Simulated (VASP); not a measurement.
Input for VASP

### POSCAR
```
CdF2
1.0
  0.0000000000   2.5813429828   2.5813429828
  2.5813429828   0.0000000000   2.5813429828
  2.5813429828   2.5813429828   0.0000000000
Cd F
1 2
Cartesian
  0.0000000000   0.0000000000   0.0000000000
  1.2906714914   1.2906714914   1.2906714914
  3.8720144742   3.8720144742   3.8720144742
```

**KPOINTS**
```
Automatic mesh
0
Gamma
7 7 7
0 0 0
```

**INCAR**
```
SYSTEM = CdF2
PREC = Accurate; ENCUT = 620; LREAL = .FALSE.
LASPH = .TRUE.
EDIFF = 1E-6; NELM = 100; ALGO = Normal
LMAXMIX = 4
ISMEAR = 0; SIGMA = 0.05
GGA = PS
IBRION = 2; NSW = 40; ISIF = 3
EDIFFG = -0.02; PSTRESS = 200
LWAVE = .FALSE.; LCHARG = .FALSE.
```

POTCAR, in this order: Cd F (PBE.64 set). Program: vasp_std.

Problem. Translate this PBEsol calculation to Ansatz.

Solution. One equivalent input (not run):
Ansatz 0.2 input:
```yaml
crystal:
  lattice:
    - [0.0000000, 2.5813430, 2.5813430]
    - [2.5813430, 0.0000000, 2.5813430]
    - [2.5813430, 2.5813430, 0.0000000]
  atoms:
    - { symbol: Cd, position: [0.0000000, 0.0000000, 0.0000000] }
    - { symbol: F, position: [0.2500000, 0.2500000, 0.2500000] }
    - { symbol: F, position: [0.7500000, 0.7500000, 0.7500000] }
kpoints:
  mp_grid: { grid: [7, 7, 7] }
hamiltonian:
  xc: pbesol
  pseudopotentials: { kind: paw }
scf:
  occupations: { method: gaussian, width: 0.05 }
  max_iter: 100
relax:
  max_steps: 40
  f_tol: 0.02
  cell: { p_target: 20 }
output: { forces: true, stress: true, eigenvalues: true }
```
What does not carry over: each code has its own PAW files, so the cut-off isn't converted (ENCUT is set for VASP's; basis.ecutwfc is left out, and Ansatz then takes the one that its files recommend); Ansatz stops its SCF on the density residual and VASP on the energy change (EDIFF).

The compound is CdF2 in the fluorite structure. It was relaxed first under an external pressure of 20 GPa.
